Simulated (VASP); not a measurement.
Level of theory: PBE0 hybrid, VASP's PBE PAW potentials (set 64) (plane waves; VASP).

Input for VASP

### POSCAR
```
MgH2
1.0
  4.4766900000   0.0000000000   0.0000000000
  0.0000000000   4.4766900000   0.0000000000
  0.0000000000   0.0000000000   2.9925400000
Mg H
2 4
Cartesian
  2.2567531493   2.1871540498   1.4287762528
  0.0525652940   0.0596026507   0.0140170574
  3.0705840544   3.0548843026  -0.0085077912
  1.3226156770   1.3964989688   0.0414466790
  3.6048143323   0.9064939115   1.4800624034
  0.8843924929   3.5870911166   1.5330153987
```

### KPOINTS
```
Automatic mesh
0
Gamma
5 5 7
0 0 0
```

**INCAR**
```
LREAL=.FALSE.
PREC=Accurate
LASPH=.TRUE.
LHFCALC=.TRUE.
PRECFOCK=Fast
LWAVE=.FALSE.
ISIF=2
ALGO=Normal   # blocked Davidson
GGA=PE
AEXX=0.25
NELM=100
ISMEAR=0   # Gaussian
ENCUT=180
HFRCUT=-1
LCHARG=.FALSE.
EDIFF=1E-6   # SCF stop (eV)
ISYM=3
SYSTEM=MgH2
SIGMA=0.01
```

POTCAR, in this order: Mg H (PBE.64 set). Program: vasp_std.

The resulting files:

### OSZICAR
```
       N       E                     dE             d eps       ncg     rms          rms(c)
DAV:   1    -0.223657817590E+03   -0.22366E+03   -0.18523E+03  1456   0.320E+02
DAV:   2    -0.233481513130E+03   -0.98237E+01   -0.91873E+01  1896   0.543E+01
DAV:   3    -0.233682153980E+03   -0.20064E+00   -0.20064E+00  1848   0.986E+00
DAV:   4    -0.233682398934E+03   -0.24495E-03   -0.24496E-03  2056   0.333E-01
DAV:   5    -0.218538618338E+02    0.21183E+03   -0.18291E+00  1488   0.862E+00    0.669E+00
DAV:   6    -0.208117738358E+02    0.10421E+01   -0.39617E-01  1536   0.398E+00    0.382E+00
DAV:   7    -0.204997680235E+02    0.31201E+00   -0.42437E-01  1456   0.399E+00    0.201E+00
DAV:   8    -0.204392100043E+02    0.60558E-01   -0.16396E-01  1624   0.250E+00    0.106E+00
DAV:   9    -0.204305281486E+02    0.86819E-02   -0.43713E-02  1696   0.130E+00    0.592E-01
DAV:  10    -0.204298987468E+02    0.62940E-03   -0.96215E-03  1768   0.622E-01    0.351E-01
DAV:  11    -0.204301232061E+02   -0.22446E-03   -0.19368E-03  1848   0.292E-01    0.217E-01
DAV:  12    -0.204303001090E+02   -0.17690E-03   -0.38743E-04  1896   0.139E-01    0.136E-01
DAV:  13    -0.204303912777E+02   -0.91169E-04   -0.84875E-05  1936   0.708E-02    0.852E-02
DAV:  14    -0.204304341676E+02   -0.42890E-04   -0.22486E-05  1856   0.390E-02    0.535E-02
DAV:  15    -0.204304538061E+02   -0.19638E-04   -0.74186E-06  1904   0.232E-02    0.336E-02
DAV:  16    -0.204304627241E+02   -0.89180E-05   -0.28359E-06  1840   0.145E-02    0.211E-02
DAV:  17    -0.204304667697E+02   -0.40457E-05   -0.11604E-06  1568   0.930E-03    0.133E-02
DAV:  18    -0.204304686106E+02   -0.18409E-05   -0.49713E-07  1072   0.623E-03    0.834E-03
DAV:  19    -0.204304694561E+02   -0.84550E-06   -0.23882E-07  1048   0.443E-03
   1 F= -.20430469E+02 E0= -.20430469E+02  d E =-.280288E-13
```

**OUTCAR**
```
------------------------ aborting loop because EDIFF is reached ----------------------------------------
  FORCE on cell =-STRESS in cart. coord.  units (eV):
  Direction    XX          YY          ZZ          XY          YZ          ZX
  --------------------------------------------------------------------------------------
  Total       -1.3812558     -1.4153774     -1.1286497      0.0760949      0.0912399      0.0091847
  in kB      -36.9003685    -37.8119298    -30.1519731      2.0328816      2.4374811      0.2453708
  external PRESSURE =     -34.9547571 kB  Pullay stress =       0.0000000 kB
  volume of cell :       59.97
      direct lattice vectors                 reciprocal lattice vectors
     4.476690000  0.000000000  0.000000000     0.223379327  0.000000000  0.000000000
     0.000000000  4.476690000  0.000000000     0.000000000  0.223379327  0.000000000
     0.000000000  0.000000000  2.992540000     0.000000000  0.000000000  0.334164289
 POSITION                                       TOTAL-FORCE (eV/Angst)
 -----------------------------------------------------------------------------------
      2.25675      2.18715      1.42878        -0.117534      0.392323      0.554046
      0.05257      0.05960      0.01402        -0.341362     -0.569490     -0.011947
      3.07058      3.05488      2.98403         0.210732      0.227495     -0.136407
      1.32262      1.39650      0.04145         0.124521      0.089697     -0.413302
      3.60481      0.90649      1.48006         0.262428     -0.313121      0.162014
      0.88439      3.58709      1.53302        -0.138785      0.173097     -0.154405
 -----------------------------------------------------------------------------------
    total drift:                               -0.088269      0.037002     -0.109597
  FREE ENERGIE OF THE ION-ELECTRON SYSTEM (eV)
  ---------------------------------------------------
  free  energy   TOTEN  =       -20.4304694561 eV

  energy  without entropy=      -20.4304694561  energy(sigma->0) =      -20.43046946

  exchange ACFDT corr.  =         0.00000000  see jH, gK, PRB 81, 115126
```
(Selected blocks of OUTCAR.)

At this cut-off the stress carries a Pulay error, which pulls relaxed volumes low.

The structure comes from a computed database's MgH2 entry; how it stands against other phases isn't given here. The cell was not relaxed at this level, atoms are displaced from their ideal sites. The run is one of a series of settings (ENCUT = 180 against the base run), some of them coarse on purpose.
